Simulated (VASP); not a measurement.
PbS: energy against volume

PbS (rock salt, Fm-3m, 25.672 Å³/atom and stress up to 0.07 GPa in the relaxed cell, cube axes along x, y and z) under an equal strain ε along all three axes. PBEsol in VASP (plane waves, PAW), 480 eV, 10×10×10 Γ-centred mesh, Gaussian smearing 0.05 eV; ions are relaxed, or left where forces stay under 0.02 eV/Å, within the symmetry of each cell.

Here V stands for volume and E for E less E0.

| volume (Å³/atom) | E less E0 (meV/atom) | pressure (GPa) |
|---|---|---|
| 24.1621 | 19.69 | 4.15 |
| 24.5338 | 11.24 | 3.04 |
| 24.9093 | 5.17 | 2.00 |
| 25.2887 | 1.44 | 1.01 |
| 25.6718 | 0.00 | 0.07 |
| 26.0588 | 0.76 | -0.81 |
| 26.4497 | 3.59 | -1.63 |
| 26.8445 | 8.40 | -2.39 |
| 27.2431 | 15.09 | -3.10 |
| 28.0523 | ? | ? |

Taking the third-order Birch-Murnaghan form, a cubic in V^(-2/3) for E over the 9 complete rows: With u = V^(-2/3) - 0.1150, the rows have u = 0.0046493, 0.0034377, 0.0022445, 0.0010688, -0.0000888, -0.0012293, -0.0023530, -0.0034602, -0.0045509. Least squares gives E = 0.058 + 438.0·u + 818875·u² - 856315·u³. Residuals (row less fit): -0.019, 0.034, 0.013, -0.021, -0.026, 0.001, 0.018, 0.018, -0.015; standard error 0.027 (degrees of freedom: 5). Its minimum lies at u = -0.0002673, so V0 = (0.1147327)^(-3/2) = 25.73. There d²E/du² = 1639000 and d³E/du³ = -5138000, so B0 = (4/9) × 25.73^(-7/3) × 1639000 × 0.160218 = 59.7 GPa (the last factor turns the table's units into GPa), and B0' = 4 + (2/3) × 0.1147327 × (-5138000)/1639000 = 3.8. B0' rests on the cubic coefficient alone and has a standard error of 0.1 from these residuals.

Q: Estimate the missing E (V = 28.0523); what did the run itself give?

A: u = -0.0066852, so E = 0.058 + 438.0 × (-0.0066852) + 818875 × (-0.0066852)² - 856315 × (-0.0066852)³ = 33.983 meV/atom. The calculation gives 33.72 meV/atom, 0.263 meV/atom below the prediction (0.8 % of the range of E in the table). The row lies outside the fitted rows, so this is an extrapolation. From the scatter of the fitted rows alone, a prediction at this place has a standard error of 0.108 meV/atom, so the miss is 2.4 times that.

This level leaves no gap over 0.05 eV at strain -1.50 %. Spin-orbit coupling is left out, which can shift these values for the heavy elements here. Other structures, which can take over under pressure, weren't tried. The same form fitted to the pressure column gives B0' = 3.8; series where the two differ by over 0.4 aren't shown. Rows are the converged runs of the series near zero and its far end, less any whose ions stayed unrelaxed beside relaxed ones; series whose fitted rows scatter by over a few per cent of the range, as at a crossing or softening among them, aren't shown in this form.
